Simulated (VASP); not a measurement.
Given:

```
CdO
1.0
    0.00000     2.34708     2.34708
    2.34708     0.00000     2.34708
    2.34708     2.34708     0.00000
Cd O
1 1
Direct
  0.00000   0.00000   0.00000
  0.50000   0.50000   0.50000
```

All values below come from PBEsol GGA, VASP's PBE PAW potentials (set 64) (plane waves; VASP). Run with 600 eV cut-off, 12×12×12 Γ-centred mesh, first-order Methfessel-Paxton smearing of 0.10 eV, potentials Cd O.

**Question.** What does the run give for the energy per atom (σ→0), band gap (on the k-mesh) with the smallest direct gap where there is one?

**Answer.** 
band gap (on the k-mesh): none (metal, semimetal or under 0.01 eV)
energy per atom (σ→0): -4.252 eV/atom

The absolute energy has meaning only against runs of the same code, potentials and settings.

The compound is CdO in the rock salt structure. It was relaxed first under an external pressure of 1 GPa.
